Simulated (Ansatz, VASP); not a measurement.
## ZrN (ZrN(110)): VASP beside Ansatz

Aim: how closely do two programs agree when they are given the same cell, functional and k mesh?

Program: Ansatz 0.2.0. Level of theory: plane waves, with VASP 6.6.1 beside it; single point at PBEsol. Results are calculated unless marked as measured.

## Step 1: The structure

The cell holds 18 atoms: 9 Zr and 9 N. Cell: a = 3.224 Å, b = 4.560 Å, c = 28.898 Å, α = 90.0°, β = 90.0°, γ = 90.0°. It derives from ZrN. Vacuum lies along c.

As a file:

```cif
data_structure
_symmetry_space_group_name_H-M 'P 1'
_symmetry_Int_Tables_number 1
_cell_length_a 3.2244
_cell_length_b 4.5600
_cell_length_c 28.8976
_cell_angle_alpha 90.000
_cell_angle_beta 90.000
_cell_angle_gamma 90.000
_cell_volume 424.89
loop_
_atom_site_label
_atom_site_type_symbol
_atom_site_fract_x
_atom_site_fract_y
_atom_site_fract_z
_atom_site_occupancy
Zr1 Zr 0.00000 0.00000 0.28217 1
Zr2 Zr 0.50000 0.50000 0.32996 1
Zr3 Zr 0.00000 0.00000 0.38786 1
Zr4 Zr 0.50000 0.50000 0.44511 1
Zr5 Zr 0.00000 0.00000 0.50000 1
Zr6 Zr 0.50000 0.50000 0.55489 1
Zr7 Zr 0.00000 0.00000 0.61214 1
Zr8 Zr 0.50000 0.50000 0.67004 1
Zr9 Zr 0.00000 0.00000 0.71783 1
N10 N 0.00000 0.50000 0.28004 1
N11 N 0.50000 0.00000 0.33117 1
N12 N 0.00000 0.50000 0.38916 1
N13 N 0.50000 0.00000 0.44405 1
N14 N 0.00000 0.50000 0.50000 1
N15 N 0.50000 0.00000 0.55595 1
N16 N 0.00000 0.50000 0.61084 1
N17 N 0.50000 0.00000 0.66883 1
N18 N 0.00000 0.50000 0.71996 1
```

## Step 2: Ansatz: single point, PBEsol

Ansatz runs on its default PAW (the set named soft_2) files.

With cell and atoms fixed, the geometry can't cause a difference; cores, projectors, grids and the points listed under the comparison can.

Input file input.yaml:

```yaml
crystal:
  lattice:
    - [3.224406922, 0.0, 0.0]
    - [0.0, 4.56, 0.0]
    - [0.0, 0.0, 28.897627689]
  atoms:
    - { symbol: Zr, position: [0.0, 0.0, 0.2821671136] }
    - { symbol: Zr, position: [0.5, 0.5, 0.329964589] }
    - { symbol: Zr, position: [0.0, 0.0, 0.3878550367] }
    - { symbol: Zr, position: [0.5, 0.5, 0.4451104141] }
    - { symbol: Zr, position: [0.0, 0.0, 0.5] }
    - { symbol: Zr, position: [0.5, 0.5, 0.5548895859] }
    - { symbol: Zr, position: [0.0, 0.0, 0.6121449633] }
    - { symbol: Zr, position: [0.5, 0.5, 0.670035411] }
    - { symbol: Zr, position: [0.0, 0.0, 0.7178328864] }
    - { symbol: "N", position: [0.0, 0.5, 0.2800364161] }
    - { symbol: "N", position: [0.5, 0.0, 0.3311657239] }
    - { symbol: "N", position: [0.0, 0.5, 0.3891552927] }
    - { symbol: "N", position: [0.5, 0.0, 0.4440482779] }
    - { symbol: "N", position: [0.0, 0.5, 0.5] }
    - { symbol: "N", position: [0.5, 0.0, 0.5559517221] }
    - { symbol: "N", position: [0.0, 0.5, 0.6108447073] }
    - { symbol: "N", position: [0.5, 0.0, 0.6688342761] }
    - { symbol: "N", position: [0.0, 0.5, 0.7199635839] }
hamiltonian:
  xc: pbesol
  pseudopotentials: { kind: paw }
kpoints:
  mp_grid: { grid: [10, 7, 1] }
scf:
  occupations: { method: methfessel_paxton, width: 0.1 }
  n_extra_bands: 8
efield:
  axis: 3
  dipole_correction: true
  ramp_width: 0.04
output:
  forces: true
  eigenvalues: true
```

On the command line:

```
ansatz run input.yaml --threads 8 --pin off --max-ram 18432MiB --backend cpu --events-out ev --progress --plain --runs-dir out
```

Numbers of over 12 decimals in the logs are rounded to 6 here.

The log of the run:

```text
scf.n_extra_bands = 8 over 77 filled bands (N_el = 153.0): the run solves 85 bands
Engine: ansatz 0.2.0, aarch64-unknown-linux-gnu
Pseudopotentials: kind: paw
Pseudopotential: Zr, paw, valence charge 12, recommended cutoff 420 eV (normal), Zr.paw.azcp
Pseudopotential: N, paw, valence charge 5, recommended cutoff 420 eV (normal), N.paw.azcp
Functional definition: PBEsol
  exchange = pbesol_x
  correlation = pbesol_c
Crystal: 18 atoms, lattice volume = 424.890 Å³
Basis set: ecut = 420 eV, 8365 PW (Γ), exchange–correlation on 48×64×400 points (8 copies of the dense FFT grid, shifted against one another)
Bands: 85, of which v1, the nominal top of the filled ones, is band 77 counted from 1 (76 counted from 0)
Symmetry: 4 space group operations
k-points: 24 of 70
Non-local potential: Zr, projectors of the file, l = 0: 3, l = 1: 2, l = 2: 2, l = 3: 2
Non-local potential: N, projectors of the file, l = 0: 2, l = 1: 2, l = 2: 1
PAW form: soft (Blöchl's): semilocal exchange-correlation on the pseudo side does not see the compensation charge
PAW frozen core: Zr, regenerated for the run's functional, and the local potential with it (the file was generated under x = pbe(κ = 0.804, μ = 0.219515), c = pbe(β = 0.066725))
PAW frozen core: N, regenerated for the run's functional, and the local potential with it (the file was generated under x = pbe(κ = 0.804, μ = 0.219515), c = pbe(β = 0.066725))
PAW one-centre angular grid: Zr, 590 points (default); XC on 64 Gauss nodes
PAW one-centre angular grid: N, 110 points (default); XC on 64 Gauss nodes
Initial density: superposition of atomic densities (neutral atoms: chi_scale 0, normalization atom), corrected by the library's trained network
Initial wavefunctions: pseudopotential atomic-orbital guess
Functional: x = pbesol(κ = 0.804, μ = 0.123457), c = pbesol(β = 0.046)
SCF iter   1: F=—  HF=-40593.602224 eV  |F-HF|=—  |Δ(HF+E_count)|=         —  Δρ=9.86e-3  dr2=1.28e0  ethr=1.77e-3  p=-0.000 e·Å  D=-1.86e-14 V/Å  ΔV_dip=0.00 eV  dr2_dipole=4.72e-9  V_vac-E_F(+/−)=3.31/3.31 eV  ⟨swp⟩=7.4  Hψ=9169  notcnv=0
efield: sawtooth ramp at fractional position 0.9800 (placed from the atoms, in the widest stretch of the axis that holds none; the zero of the levels goes with the place), width 0.0400; the density the first Hamiltonian is built on has a dipole p = -0.000 e·Å; the dipole correction subtracts the counter field D = -1.86e-14 V/Å, which shifts the + side's vacuum level by +0.00 eV against the − side's; the planar-averaged density in the ramp window peaks in size at 1.8e-5 e/Å³
preconditioner: auto → LDOS  [metal: Δε(μ)=0.013 eV  Ē_g=7.586 eV  σ=0.100 eV  W_gap=0.11  n_scr=76 (ndim 8)  ℏωp=16.2 eV  f_vac=0.451  D(μ)=7.26/eV (n_scr^D=38)  β→1.0]
SCF iter   2: F=—  HF=-40593.604523 eV  |F-HF|=—  |Δ(HF+E_count)|=   2.30e-3  S|Δr|=    0.00e0  Δρ=1.15e-2  dr2=8.28e-1  ethr=8.37e-4  p=-0.000 e·Å  D=-1.91e-5 V/Å  ΔV_dip=0.00 eV  dr2_dipole=4.79e-8  V_vac-E_F(+/−)=3.04/3.04 eV  ⟨swp⟩=2.7  Hψ=3641  notcnv=0  defer=35
SCF iter   3: F=—  HF=-40593.484752 eV  |F-HF|=—  |Δ(HF+E_count)|=   1.20e-1  S|Δr|=    0.00e0  Δρ=1.31e-3  dr2=9.52e-3  ethr=5.41e-4  p=-0.000 e·Å  D=-7.42e-6 V/Å  ΔV_dip=0.00 eV  dr2_dipole=6.77e-9  V_vac-E_F(+/−)=3.00/3.00 eV  ⟨swp⟩=2.0  Hψ=3145  notcnv=0  defer=35
SCF iter   4: F=—  HF=-40593.485601 eV  |F-HF|=—  |Δ(HF+E_count)|=   8.50e-4  S|Δr|=    0.00e0  Δρ=7.84e-4  dr2=3.73e-3  ethr=6.22e-6  p=-0.000 e·Å  D=-3.11e-6 V/Å  ΔV_dip=0.00 eV  dr2_dipole=3.24e-10  V_vac-E_F(+/−)=2.92/2.92 eV  ⟨swp⟩=3.1  Hψ=4495  notcnv=0  defer=33
SCF iter   5: F=—  HF=-40593.485811 eV  |F-HF|=—  |Δ(HF+E_count)|=   2.09e-4  S|Δr|=    0.00e0  Δρ=3.20e-4  dr2=6.37e-4  ethr=2.44e-6  p=-0.000 e·Å  D=-4.93e-7 V/Å  ΔV_dip=0.00 eV  dr2_dipole=5.20e-10  V_vac-E_F(+/−)=2.87/2.87 eV  ⟨swp⟩=2.1  Hψ=2998  notcnv=0  defer=33
SCF iter   6: F=—  HF=-40593.486024 eV  |F-HF|=—  |Δ(HF+E_count)|=   2.14e-4  S|Δr|=    0.00e0  Δρ=1.01e-4  dr2=5.81e-5  ethr=4.16e-7  p=0.000 e·Å  D=4.02e-7 V/Å  ΔV_dip=-0.00 eV  dr2_dipole=5.20e-10  V_vac-E_F(+/−)=2.85/2.85 eV  ⟨swp⟩=2.2  Hψ=3090  notcnv=0  defer=33
SCF iter   7: F=—  HF=-40593.485985 eV  |F-HF|=—  |Δ(HF+E_count)|=   3.95e-5  S|Δr|=    0.00e0  Δρ=4.70e-5  dr2=9.94e-6  ethr=3.80e-8  p=0.000 e·Å  D=4.78e-8 V/Å  ΔV_dip=-0.00 eV  dr2_dipole=1.64e-11  V_vac-E_F(+/−)=2.83/2.83 eV  ⟨swp⟩=2.9  Hψ=3446  notcnv=0  defer=32
SCF iter   8: F=—  HF=-40593.485996 eV  |F-HF|=—  |Δ(HF+E_count)|=   1.10e-5  S|Δr|=    0.00e0  Δρ=1.91e-5  dr2=1.11e-6  ethr=6.50e-9  p=0.000 e·Å  D=2.60e-8 V/Å  ΔV_dip=-0.00 eV  dr2_dipole=2.88e-17  V_vac-E_F(+/−)=2.83/2.83 eV  ⟨swp⟩=2.8  Hψ=3179  notcnv=0  defer=32
SCF iter   9: F=—  HF=-40593.485998 eV  |F-HF|=—  |Δ(HF+E_count)|=   2.77e-6  S|Δr|=    0.00e0  Δρ=8.42e-6  dr2=2.38e-7  ethr=7.28e-10  p=-0.000 e·Å  D=-6.19e-9 V/Å  ΔV_dip=0.00 eV  dr2_dipole=7.76e-13  V_vac-E_F(+/−)=2.83/2.83 eV  ⟨swp⟩=3.4  Hψ=4004  notcnv=0  defer=32
SCF iter  10: F=-40593.485999 eV  HF=-40593.485999 eV  |F-HF|=2.08e-7  |Δ(HF+E_count)|=   6.79e-7  S|Δr|=    0.00e0  Δρ=3.75e-6  dr2=3.19e-8  ethr=6.54e-11  p=-0.000 e·Å  D=-2.07e-8 V/Å  ΔV_dip=0.00 eV  dr2_dipole=2.05e-12  V_vac-E_F(+/−)=2.83/2.83 eV  ⟨swp⟩=14.0  Hψ=9081  notcnv=0
SCF 1 converged in 10 iterations: F = -40593.485999 eV  dr2 = 3.19e-8
  greatest PAW one-centre occupation: 0.996 electrons in one spin orbital (limit 2), on the Zr atom at site 0 (counted from 0), in its partial waves of l = 0
SCF converged after 10 iterations
Stability not checked: this state was not tested for a lower state beside it, because cold or Methfessel-Paxton smearing, or corrected tetrahedra, fill the levels in a way that the test cannot read (fill_not_monotonic; see scf.lower_state_search)
Free energy (F): -40593.485999 eV
Harris-Foulkes:  -40593.485999 eV  (|F-HF|=2.08e-7)
Internal energy: -40593.485228 eV  (E = F + TS)
E sigma→0 (E₀):  -40593.485806 eV
Entropy (-TS):   -0.000772 eV (-0.043 meV/atom)
Fermi energy:    7.511581 eV
Dipole field:    D = 0.000001 V/Å  (p = 0.000003 e·Å, saw-weighted, corrected)
Work function:   Φ+ = 2.8291 eV   Φ− = 2.8291 eV
Levels:          The Fermi level and band energies are counted from a zero that moves with the ramp; work functions are not
--- Per-component energies (eV) ---
  E_band       = -1756.150972
  E_kinetic    = 4201.664055
  E_local      = -180653.843936  (includes V_loc(G=0)·N_el)
  E_nonlocal   = 1127.638928
  E_hartree    = 88444.027098
  E_xc         = -1998.772161
  E_vxc        = -2422.413348  (∫ρ·V_xc dr)
  E_paw        = -27196.282348  (= ΣΔE_a)
  E_vpaw       = -897.244956  (= ΣTr[D̂ρ^β])
  E_aug_tail   = 0.001023  (compensation charges beyond the density's cutoff)
  E_efield     = 0.000000  (sawtooth field / dipole correction)
  E_vefield    = 0.000000  (∫n·V_field dr)
  E_ewald      = 75480.337740
  E_core_change = 1.744373  (= ΣΔE_core)
  E_smearing   = -0.000772  (= −TS)
  E_closure    = -0.000000  (closes the sum)
  Σ components = -40593.485999   (vs F -40593.485999, Δ=0.00e0)
--- Forces (eV/Å), atoms counted from 1 ---
  atom   1  Zr     0.00000000     0.00000000     0.04533189
  atom   2  Zr     0.00000000     0.00000000    -0.01900223
  atom   3  Zr     0.00000000     0.00000000     0.03535577
  atom   4  Zr     0.00000000     0.00000000    -0.01240836
  atom   5  Zr     0.00000000     0.00000000     0.00000020
  atom   6  Zr     0.00000000     0.00000000     0.01240832
  atom   7  Zr     0.00000000     0.00000000    -0.03535545
  atom   8  Zr     0.00000000     0.00000000     0.01900153
  atom   9  Zr     0.00000000     0.00000000    -0.04533271
  atom  10  N      0.00000000     0.00000000     0.04829431
  atom  11  N      0.00000000     0.00000000     0.00540091
  atom  12  N      0.00000000     0.00000000     0.01769225
  atom  13  N      0.00000000     0.00000000     0.01592850
  atom  14  N      0.00000000     0.00000000     0.00000040
  atom  15  N      0.00000000     0.00000000    -0.01592871
  atom  16  N      0.00000000     0.00000000    -0.01769230
  atom  17  N      0.00000000     0.00000000    -0.00540145
  atom  18  N      0.00000000     0.00000000    -0.04829477
  max |Σ_I F_I| component: 1.89e-6 eV/Å
--- Band table (eV; the first three rows and the last of 24) ---
  k-point 0: bands = [... 73 lower, 6.0571, 7.0141, 7.1874, 7.3010, 7.4468, 7.4953, 7.7270, 7.7638, ... 4 higher]
  k-point 1: bands = [... 73 lower, 6.0746, 6.9726, 7.3781, 7.5286, 7.6067, 7.7440, 7.8518, 7.8587, ... 4 higher]
  k-point 2: bands = [... 73 lower, 6.1555, 6.6899, 7.4426, 7.7189, 7.9458, 8.1035, 8.5530, 8.5673, ... 4 higher]
  k-point 23: bands = [... 73 lower, 7.6770, 7.9630, 8.0852, 8.3804, 8.6772, 8.8361, 9.0811, 9.4587, ... 4 higher]
```

Run time: 28 s. Hardware: 8 threads of Arm Neoverse N1, shared host; peak memory 1.9 GiB; 3.6 min of CPU time.

[end of part 1 of 3]

[Lines on the potential files, build, host, timing and source positions are cut from VASP's logs without a mark.]

[Logs are printed without paths, hosts, clocks, repeated set-up lines and the standing remarks that a program may print on its own settings, such as how far it seeks lower states.]

[Hosts, paths, dates, database ids (printed as entryN), source tags and the programs' standing remarks are cut or masked in the printed files.]
